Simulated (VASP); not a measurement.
A run of VASP 6.6.1 is set up as follows.

The input INCAR:

```
ALGO = Normal ; AMIX = 0.2
AMIX_MAG = 0.8 ; BMIX = 1E-4
BMIX_MAG = 1E-4 ; EDIFF = 1E-6
ENCUT = 600 ; GGA = PE
ISIF = 2 ; ISMEAR = 1
ISPIN = 2 ; LASPH = T
LCHARG = F ; LMAXMIX = 4
LORBIT = 11 ; LREAL = F
LWAVE = F ; MAGMOM = 2.5 -2.5
NELM = 150 ; PREC = Accurate
SIGMA = 0.1
```

KPOINTS

```
k-points
0
Gamma
  14 14 14
```

File POSCAR:

```
Fe
1.0
    2.8860000000      0.0000000000      0.0000000000
    0.0000000000      2.8860000000      0.0000000000
    0.0000000000      0.0000000000      2.8860000000
Fe
2
Direct
    0.0000000000      0.0000000000      0.0000000000
    0.5000000000      0.5000000000      0.5000000000
```

Potentials or basis: VASP PAW PBE potentials, release 64 (Fe).

Run with:

```bash
$ cat potpaw_PBE.64/Fe/POTCAR > POTCAR
$ mpirun -np 1 vasp_std > vasp.out
```

**Question.** Predict the pressure.

**Answer.** -12.4 GPa.

**Question.** Predict the net moment.

**Answer.** 0.00 μB per cell.

**Question.** Estimate the band gap on the k mesh.

**Answer.** None (metal or under the smearing width).
